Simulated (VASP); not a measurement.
Computed with LDA (Ceperley-Alder, Perdew-Zunger), VASP's LDA PAW potentials (set 64) (plane waves; VASP).

The input files of a VASP run:

**KPOINTS**
```
Automatic
0
Gamma
  6 6 6
0 0 0
```

**INCAR**
```
# general
SYSTEM  = CdGeAs2
PREC    = Accurate
ENCUT   = 500   # plane-wave cut-off (eV)
LREAL   = .FALSE.   # projection in real space or not
LASPH   = .TRUE.   # aspherical one-centre terms

# electronic loop
EDIFF   = 1E-6   # SCF stop (eV)
NELM    = 100   # most electronic steps
ALGO    = Normal   # blocked Davidson
LMAXMIX = 4   # l cut-off of mixed one-centre charges

# smearing
ISMEAR  = 0
SIGMA   = 0.05   # width (eV)

# ions
IBRION  = 2   # conjugate gradients
NSW     = 40
ISIF    = 3
EDIFFG  = -0.02   # ionic stop
PSTRESS = 100   # kbar

# output
LWAVE   = .FALSE.
LCHARG  = .FALSE.
```

**POSCAR**
```
CdGeAs2
1.0
 -2.8365822877   2.8365822877   5.3865612382
  2.8365822877  -2.8365822877   5.3865612382
  2.8365822877   2.8365822877  -5.3865612382
Cd Ge As
2 2 4
direct
  0.0000000000   1.0000000000   0.0000000000
  0.7500000000   0.2500000000   0.5000000000
  0.5000000000   0.5000000000   0.0000000000
  0.2500000000   0.7500000000   0.5000000000
  0.8750000000   0.8511136016   0.4761136016
  0.1488863984   0.6250000000   0.0238863984
  0.3750000000   0.3988863984   0.5238863984
  0.6011136016   0.1250000000   0.9761136016
```

POTCAR, in this order: Cd Ge_d As (LDA.64 set). Program: vasp_std.

What VASP printed:

OUTCAR:
```
 ion  position               nearest neighbor table
   1  0.000  0.000  0.000-   7 2.50   6 2.50   8 2.50   5 2.50
   2  0.750  0.250  0.500-   6 2.50   5 2.50   7 2.50   8 2.50
   3  0.500  0.500  0.000-   6 2.34   7 2.34   8 2.34   5 2.34
   4  0.250  0.750  0.500-   5 2.34   6 2.34   7 2.34   8 2.34
   5  0.875  0.851  0.476-   4 2.34   3 2.34   1 2.50   2 2.50
   6  0.149  0.625  0.024-   3 2.34   4 2.34   1 2.50   2 2.50
   7  0.375  0.399  0.524-   3 2.34   4 2.34   2 2.50   1 2.50
   8  0.601  0.125  0.976-   3 2.34   4 2.34   2 2.50   1 2.50
  LATTYP: Found a body centered tetragonal cell.
 ALAT       =     5.6731645754
 C/A-ratio  =     1.8989617405
 Subroutine PRICEL returns:
 Original cell was already a primitive cell.
 Subroutine GETGRP returns: Found  8 space group operations
The static configuration has the point symmetry S_4 .
 The point group associated with its full space group is D_2d.
The dynamic configuration has the point symmetry S_4 .
 Subroutine INISYM returns: Found  8 space group operations
 Subroutine IBZKPT returns following result:
 Found     30 irreducible k-points:

 Following reciprocal coordinates:
            Coordinates               Weight
  0.000000  0.000000  0.000000      1.000000
  0.166667  0.000000  0.000000      8.000000
  0.333333 -0.000000  0.000000      8.000000
  0.500000 -0.000000  0.000000      4.000000
  0.166667  0.166667  0.000000      8.000000
  0.333333  0.166667  0.000000     16.000000
  0.500000  0.166667  0.000000     16.000000
 -0.333333  0.166667  0.000000     16.000000
 -0.166667  0.166667  0.000000      4.000000
  0.333333  0.333333  0.000000      8.000000
  0.500000  0.333333  0.000000     16.000000
 -0.333333  0.333333  0.000000      4.000000
  0.500000  0.500000  0.000000      2.000000
  0.166667  0.166667  0.166667      8.000000
  0.333333  0.166667  0.166667      8.000000
 -0.166667  0.166667  0.166667      4.000000
  0.333333  0.333333  0.166667      4.000000
 -0.333333  0.333333  0.166667      8.000000
 -0.166667  0.333333  0.166667      8.000000
  0.500000  0.500000  0.166667      4.000000
 -0.333333  0.500000  0.166667     16.000000
 -0.166667  0.500000  0.166667      8.000000
 -0.333333 -0.333333  0.166667      8.000000
 -0.166667 -0.333333  0.166667      8.000000
 -0.166667 -0.166667  0.166667      2.000000
 -0.333333  0.333333  0.333333      4.000000
  0.500000  0.500000  0.333333      4.000000
 -0.333333  0.500000  0.333333      8.000000
 -0.333333 -0.333333  0.333333      2.000000
  0.500000  0.500000  0.500000      1.000000
   k-points           NKPTS =     30   k-points in BZ     NKDIM =     30   number of bands    NBANDS=     43
   number of dos      NEDOS =    301   number of ions     NIONS =      8
   total plane-waves  NPLWV = 125000
   dimension x,y,z NGX =    50 NGY =   50 NGZ =   50
   dimension x,y,z NGXF=   100 NGYF=  100 NGZF=  100
   ions per type =               2   2   4
   PREC   = accura    normal or accurate (medium, high low for compatibility)
   ISTART =      0    job   : 0-new  1-cont  2-samecut
   ICHARG =      2    charge: 1-file 2-atom 10-const
   ISPIN  =      1    spin polarized calculation?
   LNONCOLLINEAR =      F non collinear calculations
   LSORBIT =      F    spin-orbit coupling
   INIWAV =      1    electr: 0-lowe 1-rand  2-diag
   ENCUT  =  500.0 eV  36.75 Ry    6.06 a.u.  12.25 12.25 12.25*2*pi/ulx,y,z
   NELM   =    100;   NELMIN=  2; NELMDL= -5     # of ELM steps
   EDIFF  = 0.1E-05   stopping-criterion for ELM
   LREAL  =      F    real-space projection
   NLSPLINE    = F    spline interpolate recip. space projectors
   LMAXMIX     =    4 max onsite mixed and CHGCAR
   VOSKOWN=      0    Vosko Wilk Nusair interpolation
   EDIFFG = -.2E-01   stopping-criterion for IOM
...
```

OSZICAR:
```
       N       E                     dE             d eps       ncg     rms          rms(c)
DAV:   1     0.739590072727E+03    0.73959E+03   -0.33406E+04  3219   0.283E+03
DAV:   2     0.836042689154E+02   -0.65599E+03   -0.63800E+03  2588   0.846E+02
DAV:   3    -0.291166955795E+02   -0.11272E+03   -0.11095E+03  2893   0.194E+02
DAV:   4    -0.359372369382E+02   -0.68205E+01   -0.67914E+01  3106   0.548E+01
DAV:   5    -0.360791644890E+02   -0.14193E+00   -0.14177E+00  2989   0.816E+00    0.125E+01
DAV:   6    -0.349734652582E+02    0.11057E+01   -0.22443E+00  2988   0.135E+01    0.913E+00
DAV:   7    -0.348073591052E+02    0.16611E+00   -0.12118E+00  2850   0.457E+00    0.307E+00
DAV:   8    -0.347946711034E+02    0.12688E-01   -0.16257E-01  2881   0.360E+00    0.706E-01
DAV:   9    -0.347927394779E+02    0.19316E-02   -0.18963E-02  3125   0.145E+00    0.168E-01
DAV:  10    -0.347923547524E+02    0.38473E-03   -0.20744E-03  3058   0.316E-01    0.528E-02
DAV:  11    -0.347923769165E+02   -0.22164E-04   -0.60782E-04  2826   0.168E-01    0.550E-02
DAV:  12    -0.347923600843E+02    0.16832E-04   -0.16273E-04  2675   0.114E-01    0.161E-02
DAV:  13    -0.347923604739E+02   -0.38964E-06   -0.95697E-06  2784   0.198E-02
   1 F= -.23971749E+02 E0= -.23971749E+02  d E =-.239717E+02
       N       E                     dE             d eps       ncg     rms          rms(c)
DAV:   1    -0.347949323711E+02   -0.25723E-02   -0.21731E-02  2836   0.902E-01    0.145E-01
DAV:   2    -0.347946264552E+02    0.30592E-03   -0.58783E-04  3369   0.247E-01    0.869E-02
DAV:   3    -0.347944491676E+02    0.17729E-03   -0.19237E-04  3607   0.140E-01    0.157E-02
DAV:   4    -0.347944521108E+02   -0.29432E-05   -0.44563E-05  2908   0.520E-02    0.910E-03
DAV:   5    -0.347944520734E+02    0.37417E-07   -0.12634E-06  1854   0.879E-03
   2 F= -.23971987E+02 E0= -.23971987E+02  d E =-.237694E-03
```

File OUTCAR:
```
------------------------ aborting loop because EDIFF is reached ----------------------------------------
  FORCE on cell =-STRESS in cart. coord.  units (eV):
  Direction    XX          YY          ZZ          XY          YZ          ZX
  --------------------------------------------------------------------------------------
  Total       10.8987673     10.8987673     10.7034632      0.0000000      0.0000000      0.0000000
  in kB      100.7050371    100.7050371     98.9004199      0.0000000      0.0000000      0.0000000
  external PRESSURE =       0.1034980 kB  Pullay stress =     100.0000000 kB
  volume of cell :      173.40
      direct lattice vectors                 reciprocal lattice vectors
    -2.838196079  2.838196079  5.381359246     0.000000000  0.176168237  0.092913329
     2.838196079 -2.838196079  5.381359246     0.176168237  0.000000000  0.092913329
     2.838196079  2.838196079 -5.381359246     0.176168237  0.176168237  0.000000000
 POSITION                                       TOTAL-FORCE (eV/Angst)
 -----------------------------------------------------------------------------------
      5.67639      0.00000      0.00000        -0.000000      0.000000     -0.000000
      0.00000      2.83820      2.69068        -0.000000      0.000000      0.000000
      2.83820      2.83820      0.00000        -0.000000      0.000000      0.000000
      2.83820      0.00000      2.69068         0.000000      0.000000     -0.000000
      1.28405      1.41910      6.72670         0.002179      0.000000      0.000000
      1.41910     -1.28405      4.03602         0.000000     -0.002179     -0.000000
      1.55414      1.41910      1.34534        -0.002179      0.000000     -0.000000
      1.41910      4.12225     -1.34534        -0.000000      0.002179      0.000000
 -----------------------------------------------------------------------------------
    total drift:                               -0.000003     -0.000003     -0.000004
  FREE ENERGIE OF THE ION-ELECTRON SYSTEM (eV)
  ---------------------------------------------------
  free  energy   TOTEN  =       -34.7944520734 eV

  energy  without entropy=      -34.7944520733  energy(sigma->0) =      -34.79445207
  enthalpy is  TOTEN    =       -23.9719871808 eV   P V=       10.8224648926

 reached required accuracy - stopping structural energy minimisation
```
(Selected blocks of OUTCAR.)

CONTCAR:
```
CdGeAs2
   1.00000000000000
    -2.8381960786008054    2.8381960786008054    5.3813592456075225
     2.8381960786008054   -2.8381960786008054    5.3813592456075225
     2.8381960786008054    2.8381960786008054   -5.3813592456075225
  Cd              Ge              As
     2     2     4
Direct
     0.0000000000000000    1.0000000000000000    1.0000000000000000
     0.7500000000000000    0.2500000000000000    0.5000000000000000
     0.5000000000000000    0.5000000000000000    1.0000000000000000
     0.2500000000000000    0.7500000000000000    0.5000000000000000
     0.8750000000000000    0.8512090729632326    0.4762090729632326
     0.1487909270367674    0.6250000000000000    0.0237909270367674
     0.3750000000000000    0.3987909270367674    0.5237909270367674
     0.6012090729632326    0.1250000000000000    0.9762090729632326
```

The compound is CdGeAs2 in the chalcopyrite structure. This run relaxes it under an external pressure of 10 GPa. Symmetry was kept, so distortions that lower it aren't found.
